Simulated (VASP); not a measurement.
These are LDA (Ceperley-Alder, Perdew-Zunger), VASP's LDA PAW potentials (set 64) (plane waves; VASP 6.6.1) values and carry that method's errors.

Input for VASP

File KPOINTS:
```
Automatic mesh
0
Gamma
8 8 8
0 0 0
```

INCAR:
```
# general
SYSTEM   = CdS
PREC     = Accurate
ENCUT    = 400
LREAL    = .False.   # projection in real space or not
LASPH    = .True.

# electronic loop
EDIFF    = 1E-8   # SCF stop (eV)
NELM     = 100   # most electronic steps
ALGO     = Normal   # blocked Davidson
LMAXMIX  = 4   # l cut-off of mixed one-centre charges

# smearing
ISMEAR   = 0   # Gaussian
SIGMA    = 0.01   # width (eV)

# output
LWAVE    = .False.
LCHARG   = .False.

# other
LEPSILON = .True.
```

File POSCAR:
```
CdS
1
    0.0000000000     2.8794467702     2.8794467702
    2.8794467702     0.0000000000     2.8794467702
    2.8794467702     2.8794467702     0.0000000000
Cd S
1 1
Direct
  0.0000000000   0.0000000000   0.0000000000
  0.2500000000   0.2500000000   0.2500000000
```

POTCAR, in this order: Cd S (LDA.64 set). Program: vasp_std.

Output

**OUTCAR**
```


 HEAD OF MICROSCOPIC STATIC DIELECTRIC TENSOR (INDEPENDENT PARTICLE, excluding Hartree and local field effects)
 ------------------------------------------------------
           7.713853     0.000000    -0.000000
           0.000000     7.713853     0.000000
          -0.000000    -0.000000     7.713853
 ------------------------------------------------------

 MACROSCOPIC STATIC DIELECTRIC TENSOR (including local field effects in DFT)
 ------------------------------------------------------
           7.272848    -0.000000    -0.000000
           0.000000     7.272848    -0.000000
           0.000000    -0.000000     7.272848
 ------------------------------------------------------

 PIEZOELECTRIC TENSOR (including local field effects)  for field in x, y, z        (e  Angst)
          XX          YY          ZZ          XY          YZ          ZX
  --------------------------------------------------------------------------------
  x     0.00000    -0.00000    -0.00000     0.00000    -1.90779    -0.00000
  y     0.00000     0.00000     0.00000     0.00000    -0.00000    -1.90779
  z    -0.00000    -0.00000     0.00000    -1.90779     0.00000     0.00000

 PIEZOELECTRIC TENSOR (including local field effects)  for field in x, y, z        (C/m^2)
          XX          YY          ZZ          XY          YZ          ZX
  --------------------------------------------------------------------------------
  x     0.00000    -0.00000    -0.00000     0.00000    -0.64015    -0.00000
  y     0.00000     0.00000     0.00000     0.00000    -0.00000    -0.64015
  z    -0.00000    -0.00000     0.00000    -0.64015     0.00000     0.00000

 BORN EFFECTIVE CHARGES (including local field effects) (in |e|, cummulative output)
 ---------------------------------------------------------------------------------
 ion    1
    1     2.17292     0.00000     0.00000
    2     0.00000     2.17292     0.00000
    3     0.00000    -0.00000     2.17292
 ion    2
    1    -2.17292     0.00000    -0.00000
    2     0.00000    -2.17292    -0.00000
    3     0.00000     0.00000    -2.17292
```
(Selected blocks of OUTCAR.)

The dielectric response may not be converged in the k-mesh; for small gaps it tends to come out too large.

The structure comes from a computed database's CdS entry (F-43m); how it stands against other phases isn't given here. It was relaxed first, which changed the volume by -6 %.
